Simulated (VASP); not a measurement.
Consider the following.

```xyz
2
Lattice="1.7509 -3.0327 0.0000 1.7509 3.0327 0.0000 0.0000 0.0000 5.3990" Properties=species:S:1:pos:R:3 pbc="T T T"
Tm     1.7509     1.0109     1.3497
Tm     1.7509    -1.0109     4.0492
```

All values below come from PBEsol GGA, VASP's PBE PAW potentials (set 64) (plane waves; VASP 6.6.1). Run with 480 eV cut-off, 12×12×6 Γ-centred mesh, first-order Methfessel-Paxton smearing of 0.10 eV, potentials Tm_3.

The 4f electrons are frozen in the core of the lanthanide potential, so 4f levels, which can set the real gap, and their magnetism are missing. Energy and stress use the plane-wave basis of the starting cell.

Task: The ions, cell shape and volume at an external pressure of 10.0 GPa are relaxed. What does this cell relax into?

Result: 
```xyz
2
Lattice="1.6560 -2.8683 0.0000 1.6560 2.8683 0.0000 0.0000 0.0000 5.1400" Properties=species:S:1:pos:R:3 pbc="T T T"
Tm     1.6560     0.9561     1.2850
Tm     1.6560    -0.9561     3.8550
```
Space group P6_3/mmc (194), at a tolerance of 0.03 Å.

Task: How do energy and volume change from the first to the last step?

Result: The energy (σ→0) changes by +121.0 meV/atom and the volume by -14.8 %, in 9 ionic steps.

The compound is Tm in the hcp structure. This run relaxes it under an external pressure of 10 GPa. Symmetry was kept, so distortions that lower it aren't found.
